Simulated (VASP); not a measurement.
# In4As3N (a cell with a defect) in VASP: relaxation of the atoms with PBE

Aim: the relaxation of the atoms of In4As3N (a cell with a defect) with PBE.

Program: VASP 6.6.1. These are calculated values, not measurements. Logs are shortened: lines on timing, memory, paths and dates and some standing lists are left out, and cuts for length are marked.

**1. Starting point**

The cell holds a defect, 8 atoms: a = 6.188 Å, b = 6.188 Å, c = 6.188 Å, α = 90.00°, β = 90.00°, γ = 90.00°.

**2. Relaxation of the atoms, PBE**

Input file INCAR:

```
  PREC = Normal
  ENCUT = 450
  EDIFF = 1E-6
  ISMEAR = 1
  SIGMA = 0.1
  LREAL = Auto
  LASPH = True
  NELM = 80
  ALGO = Normal
  ISIF = 2
  LWAVE = False
  LCHARG = False
  GGA = PE
  IBRION = 2
  NSW = 70
  EDIFFG = -0.025
  ICORELEVEL = 1
```

Input file KPOINTS:

```
regular mesh
0
Gamma
  4 4 4
```

Input file POSCAR:

```
In4As3N
1.0
    0.0000000000     -6.1882640000      0.0000000000
    0.0000000000      0.0000000000     -6.1882640000
    6.1882640000      0.0000000000      0.0000000000
In N As
4 1 3
Direct
    0.5000000000      0.5000000000      0.0000000000
    0.0000000000      0.5000000000      0.5000000000
    0.5000000000      0.0000000000      0.5000000000
    0.0000000000      0.0000000000      0.0000000000
    0.2500000000      0.2500000000      0.2500000000
    0.7500000000      0.2500000000      0.7500000000
    0.2500000000      0.7500000000      0.7500000000
    0.7500000000      0.7500000000      0.2500000000
```

Potentials or basis: VASP PAW PBE potentials, release 64 (In_d, N, As).

On the command line:

```
> cat potpaw_PBE.64/In_d/POTCAR potpaw_PBE.64/N/POTCAR potpaw_PBE.64/As/POTCAR > POTCAR
> mpirun -np 1 vasp_std > vasp.out
```

OUTCAR:

```text
PREC = Normal
   ENCUT = 450
   EDIFF = 1E-6
   ISMEAR = 1
   LREAL = Auto
   LASPH = True
   NELM = 80
   ISIF = 2
   GGA = PE
   IBRION = 2
   NSW = 70
   EDIFFG = -0.025

 ion  position               nearest neighbor table
   1  0.500  0.500  0.000-   5 2.68   6 2.68   7 2.68   8 2.68
   2  0.000  0.500  0.500-   5 2.68   6 2.68   7 2.68   8 2.68
   3  0.500  0.000  0.500-   5 2.68   6 2.68   7 2.68   8 2.68
   4  0.000  0.000  0.000-   5 2.68   6 2.68   7 2.68   8 2.68
   5  0.250  0.250  0.250-   1 2.68   2 2.68   3 2.68   4 2.68
   6  0.750  0.250  0.750-   1 2.68   2 2.68   3 2.68   4 2.68
   7  0.250  0.750  0.750-   1 2.68   2 2.68   3 2.68   4 2.68
   8  0.750  0.750  0.250-   1 2.68   2 2.68   3 2.68   4 2.68

  LATTYP: Found a simple cubic cell.
 ALAT       =     6.1882640000

  Lattice vectors:

 A1 = (   0.0000000000,  -6.1882640000,   0.0000000000)
 A2 = (   0.0000000000,   0.0000000000,  -6.1882640000)
 A3 = (   6.1882640000,   0.0000000000,   0.0000000000)

Analysis of symmetry for initial positions (statically):
=====================================================================
 Subroutine PRICEL returns:
 Original cell was already a primitive cell.

 Routine SETGRP: Setting up the symmetry group for a
 simple cubic supercell.

 Subroutine GETGRP returns: Found 24 space group operations
 (whereof  6 operations were pure point group operations)
 out of a pool of 48 trial point group operations.

The static configuration has the point symmetry C_3v.
 The point group associated with its full space group is T_d .

Analysis of symmetry for dynamics (positions and initial velocities):
=====================================================================
 Subroutine PRICEL returns:
 Original cell was already a primitive cell.

 Routine SETGRP: Setting up the symmetry group for a
 simple cubic supercell.

 Subroutine GETGRP returns: Found 24 space group operations
 (whereof  6 operations were pure point group operations)
 out of a pool of 48 trial point group operations.

The dynamic configuration has the point symmetry C_3v.
 The point group associated with its full space group is T_d .

 Subroutine INISYM returns: Found 24 space group operations
 (whereof  6 operations are pure point group operations),
 and found     1 'primitive' translations

----------------------------------------------------------------------------------------

                                     Primitive cell

  volume of cell :     236.9772

  direct lattice vectors                    reciprocal lattice vectors
     0.000000000 -6.188264000  0.000000000     0.000000000 -0.161596209  0.000000000
     0.000000000  0.000000000 -6.188264000     0.000000000  0.000000000 -0.161596209
     6.188264000  0.000000000  0.000000000     0.161596209  0.000000000  0.000000000

  length of vectors
     6.188264000  6.188264000  6.188264000     0.161596209  0.161596209  0.161596209

  position of ions in fractional coordinates (direct lattice)
     0.500000000  0.500000000  0.000000000
     0.000000000  0.500000000  0.500000000
     0.500000000  0.000000000  0.500000000
     0.000000000  0.000000000  0.000000000
     0.250000000  0.250000000  0.250000000
     0.750000000  0.250000000  0.750000000
     0.250000000  0.750000000  0.750000000
     0.750000000  0.750000000  0.250000000

  ion indices of the primitive-cell ions
   primitive index   ion index
                 1           1
                 2           2
                 3           3
                 4           4
                 5           5
                 6           6
                 7           7
                 8           8

----------------------------------------------------------------------------------------

 KPOINTS: regular mesh

Automatic generation of k-mesh.
 Grid dimensions read from file:
 generate k-points for:    4    4    4

 Generating k-lattice:

  Cartesian coordinates                     Fractional coordinates (reciprocal lattice)
     0.000000000 -0.040399052  0.000000000     0.250000000  0.000000000  0.000000000
     0.000000000  0.000000000 -0.040399052     0.000000000  0.250000000  0.000000000
     0.040399052  0.000000000  0.000000000     0.000000000  0.000000000  0.250000000

  Length of vectors
     0.040399052  0.040399052  0.040399052

  Shift w.r.t. Gamma in fractional coordinates (k-lattice)
     0.000000000  0.000000000  0.000000000

 Subroutine IBZKPT returns following result:
 ===========================================

 Found     10 irreducible k-points:

 Following reciprocal coordinates:
            Coordinates               Weight
  0.000000  0.000000  0.000000      1.000000
  0.250000  0.000000  0.000000      6.000000
  0.500000  0.000000  0.000000      3.000000
  0.250000  0.250000  0.000000     12.000000
  0.500000  0.250000  0.000000     12.000000
  0.500000  0.500000  0.000000      3.000000
  0.250000  0.250000  0.250000      8.000000
  0.500000  0.250000  0.250000     12.000000
  0.500000  0.500000  0.250000      6.000000
  0.500000  0.500000  0.500000      1.000000
   k-points           NKPTS =     10   k-points in BZ     NKDIM =     10   number of bands    NBANDS=     43
   number of dos      NEDOS =    301   number of ions     NIONS =      8
   total plane-waves  NPLWV =  32768
   dimension x,y,z NGX =    32 NGY =   32 NGZ =   32
   dimension x,y,z NGXF=    64 NGYF=   64 NGZF=   64
   ions per type =               4   1   3
   NGX,Y,Z   is equivalent  to a cutoff of   8.60,  8.60,  8.60 a.u.
   NGXF,Y,Z  is equivalent  to a cutoff of  17.19, 17.19, 17.19 a.u.
 SYSTEM =  unknown system
   PREC   = normal    normal or accurate (medium, high low for compatibility)
   ISTART =      0    job   : 0-new  1-cont  2-samecut
   ICHARG =      2    charge: 1-file 2-atom 10-const
   ISPIN  =      1    spin polarized calculation?
   LNONCOLLINEAR =      F non collinear calculations
   LSORBIT =      F    spin-orbit coupling
   LASPH  =      T    aspherical Exc in radial PAW
   ENCUT  =  450.0 eV  33.07 Ry    5.75 a.u.  10.70 10.70 10.70*2*pi/ulx,y,z
   NELM   =     80;   NELMIN=  2; NELMDL= -5     # of ELM steps
   EDIFF  = 0.1E-05   stopping-criterion for ELM
   LREAL  =      T    real-space projection
   EDIFFG = -.3E-01   stopping-criterion for IOM
   NSW    =     70    number of steps for IOM
   IBRION =      2    ionic relax: 0-MD 1-quasi-New 2-CG
   NFREE  =      1    steps in history (QN), initial steepest desc. (CG)
   ISIF   =      2    stress and relaxation
   ISYM   =      2    0-nonsym 1-usesym 2-fastsym
   POTIM  = 0.5000    time-step for ionic-motion
   TEBEG  =    0.0;   TEEND  =   0.0 temperature during run
   PSTRESS=    0.0 pullay stress
   NELECT =      72.0000    total number of electrons
   NUPDOWN=      -1.0000    fix difference up-down
   EMIN   =  10.00;   EMAX   =-10.00  energy-range for DOS
   EFERMI =   0.00;   METHOD = LEGACY
   ISMEAR =     1;   SIGMA  =   0.10  broadening in eV -4-tet -1-fermi 0-gaus
   EFERMI_NEDOS =   21; number of points for ismear=-14 and -15
   IALGO  =     38    algorithm
   IMIX   =      4    mixing-type and parameters
     AMIX     =   0.40;   BMIX     =  1.00
     AMIX_MAG =   1.60;   BMIX_MAG =  1.00
  volume/ion in A,a.u.               =      29.62       199.90
  Fermi-wavevector in a.u.,A,eV,Ry     =   1.100568  2.079772 16.480052  1.211250
  Thomas-Fermi vector in A             =   2.236981
   LORBIT       =      0    0 simple, 1 ext, 2 COOP (PROOUT), +10 PAW based schemes
   GGA     = PE    functional components
   LHFCALC =     F    Hartree Fock is set to
   AEXX    =    0.0000 exact exchange contribution
   IVDW    =     0    specifies the selected vdW correction
   LEPSILON=     F    determine dielectric tensor
   LRPA    =     F    only Hartree local field effects (RPA)
 conjugate gradient relaxation of ions
 non-spin polarized calculation
 Methfessel and Paxton  Order N= 1 SIGMA  =   0.10
  energy-cutoff  :      450.00
  volume of cell :      236.98
 maximum number of plane-waves:      5216
   NGX = 21   NGY = 21   NGZ = 21

--------------------------------------- Ionic step        1  -------------------------------------------

 number of electron      72.0000244 magnetization

 Free energy of the ion-electron system (eV)
  ---------------------------------------------------
  ext. energy  EPLUGINS =         0.00000000
  ---------------------------------------------------
  free energy    TOTEN  =       -31.22951993 eV

  energy without entropy =      -31.23035196  energy(sigma->0) =      -31.22979728

------------------------ aborting loop because EDIFF is reached ----------------------------------------

  FORCE on cell =-STRESS in cart. coord.  units (eV):
  Direction    XX          YY          ZZ          XY          YZ          ZX
  --------------------------------------------------------------------------------------
  -------------------------------------------------------------------------------------
  Total       -6.1053167     -6.1053167     -6.1053167      0.0000000     -0.0000000      0.0000000
  in kB      -41.2773947    -41.2773947    -41.2773947      0.0000000     -0.0000000      0.0000000
  external PRESSURE =     -41.2773947 kB  Pullay stress =       0.0000000 kB
[... 153 lines left out ...]
  energy  without entropy=      -32.1692878586  energy(sigma->0) =      -32.16725257

--------------------------------------- Ionic step        5  -------------------------------------------

 number of electron      71.9999767 magnetization

 Free energy of the ion-electron system (eV)
  ---------------------------------------------------
  ext. energy  EPLUGINS =         0.00000000
  ---------------------------------------------------
  free energy    TOTEN  =       -32.16729087 eV

  energy without entropy =      -32.17055661  energy(sigma->0) =      -32.16837945

 the core state eigenenergies are
   1-  1s -27740.1061  2s  -4146.5890  2p  -3720.5729  3s   -780.5411  3p   -641.0956
       3d   -424.7626  4s   -111.8648  4p    -70.3437
   2-  1s -27740.1061  2s  -4146.5890  2p  -3720.5729  3s   -780.5411  3p   -641.0956
       3d   -424.7626  4s   -111.8648  4p    -70.3437
   3-  1s -27740.1061  2s  -4146.5890  2p  -3720.5729  3s   -780.5411  3p   -641.0956
       3d   -424.7626  4s   -111.8648  4p    -70.3437
   4-  1s -27740.1061  2s  -4146.5890  2p  -3720.5729  3s   -780.5411  3p   -641.0956
       3d   -424.7626  4s   -111.8648  4p    -70.3437
   5-  1s   -373.7806
   6-  1s -11708.7051  2s  -1477.2318  2p  -1294.0670  3s   -181.0761  3p   -124.4510
       3d    -31.4583
   7-  1s -11708.7051  2s  -1477.2318  2p  -1294.0670  3s   -181.0761  3p   -124.4510
       3d    -31.4583
   8-  1s -11708.7051  2s  -1477.2318  2p  -1294.0670  3s   -181.0761  3p   -124.4510
       3d    -31.4583

 E-fermi :   3.1833     XC(G=0):  -8.5848

 val. band max:        3.0921974704   @ k =   0.2500   0.2500   0.0000
 cond. band min:       3.2300807139   @ k =   0.0000   0.0000   0.0000
 fundamental gap:      0.1378832435
 Fermi energy:         3.1833314691

 k-point     1 :       0.0000    0.0000    0.0000
  band No.  band energies     occupation
      1     -11.3821      2.00000
      2     -11.0591      2.00000
      3     -11.0591      2.00000
      4     -10.9595      2.00000
      5     -10.9595      2.00000
      6     -10.9595      2.00000
[... 484 lines left out ...]
  FREE ENERGIE OF THE ION-ELECTRON SYSTEM (eV)
  ---------------------------------------------------
  free  energy   TOTEN  =       -32.1672908735 eV

  energy  without entropy=      -32.1705566050  energy(sigma->0) =      -32.16837945

 reached required accuracy - stopping structural energy minimisation
```

Wall time 3.2 min (1 thread of Intel Xeon Platinum 8488C (Sapphire Rapids), shared host); peak memory 0.21 GiB.

Results:

```yaml
Free_energy: -32.1673 eV
Energy_gained_by_relaxing: 117.2 meV/atom
Ionic_steps: 5
Largest_force_after_relaxing: 0.006 eV/Å
Band_gap_on_the_k_mesh: none (metal or under the smearing width)
```

Forces in eV/Å, atoms in the order of the input:
```
In  -0.004 -0.004 -0.004
In   0.004  0.004 -0.004
In   0.004 -0.004  0.004
In  -0.004  0.004  0.004
N    0.000  0.000  0.000
As   0.000  0.000  0.000
As   0.000  0.000  0.000
As   0.000  0.000  0.000
```

Step by step:
```tsv
step	energy change (eV)	largest force (eV/Å)	pressure (GPa)
1	0.0000	1.5812	-4.13
2	-0.4304	1.2127	-5.01
3	-0.9059	0.3408	-5.89
4	-0.9367	0.0733	-6.01
5	-0.9378	0.0065	-6.05
```

Final structure:
```cif
data_structure
_symmetry_space_group_name_H-M 'P 1'
_symmetry_Int_Tables_number 1
_cell_length_a 6.1883
_cell_length_b 6.1883
_cell_length_c 6.1883
_cell_angle_alpha 90.000
_cell_angle_beta 90.000
_cell_angle_gamma 90.000
_cell_volume 236.98
loop_
_atom_site_label
_atom_site_type_symbol
_atom_site_fract_x
_atom_site_fract_y
_atom_site_fract_z
_atom_site_occupancy
In1 In 0.47431 0.47431 0.02569 1
In2 In 0.02569 0.47431 0.47431 1
In3 In 0.47431 0.02569 0.47431 1
In4 In 0.02569 0.02569 0.02569 1
N1 N 0.25000 0.25000 0.25000 1
As1 As 0.75000 0.25000 0.75000 1
As2 As 0.25000 0.75000 0.75000 1
As3 As 0.75000 0.75000 0.25000 1
```

Core levels (eV, on the scale of the bands):
```csv
atom,levels
1 In,"1s -27740.1, 2s -4146.6, 2p -3720.6, 3s -780.5, 3p -641.1, 3d -424.8, 4s -111.9, 4p -70.3"
2 In,"1s -27740.1, 2s -4146.6, 2p -3720.6, 3s -780.5, 3p -641.1, 3d -424.8, 4s -111.9, 4p -70.3"
3 In,"1s -27740.1, 2s -4146.6, 2p -3720.6, 3s -780.5, 3p -641.1, 3d -424.8, 4s -111.9, 4p -70.3"
4 In,"1s -27740.1, 2s -4146.6, 2p -3720.6, 3s -780.5, 3p -641.1, 3d -424.8, 4s -111.9, 4p -70.3"
5 N,1s -373.8
6 As,"1s -11708.7, 2s -1477.2, 2p -1294.1, 3s -181.1, 3p -124.5, 3d -31.5"
```

Caveat: the cutoff is under 1.25 times the usual one of these potentials, so pressure, stress and relaxed cells hold a basis-set (Pulay) error.
